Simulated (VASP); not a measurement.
The system is GaSb.

```
CELL_PARAMETERS angstrom
0.00000 3.06679 3.06679
3.06679 0.00000 3.06679
3.06679 3.06679 0.00000
ATOMIC_POSITIONS crystal
Ga 0.00000 0.00000 0.00000
Sb 0.25000 0.25000 0.25000
```

The cell is a database's computed one.

Base run:

```yaml
Program: VASP 6.6.1
Functional: PBE0
Potentials_or_basis: VASP PAW PBE potentials, release 64 (Ga_d, Sb)
Cutoff: 450 eV
k_mesh: 6 × 6 × 6
Occupations: gaussian, width 0.02 eV
Spin: no spin polarisation
```

Its results: band gap on the k mesh 1.36 eV, direct; pressure -0.6 GPa.

Q: The run is repeated on the same cell with these changes: functional from PBE0 to HSE06. What comes out?

A: Band gap on the k mesh 0.80 eV, direct; pressure -0.4 GPa.

Caveats: the PAW data sets were made with another functional, which shifts forces and pressure a little; spin-orbit coupling is left out, which moves the levels of the heavy elements.
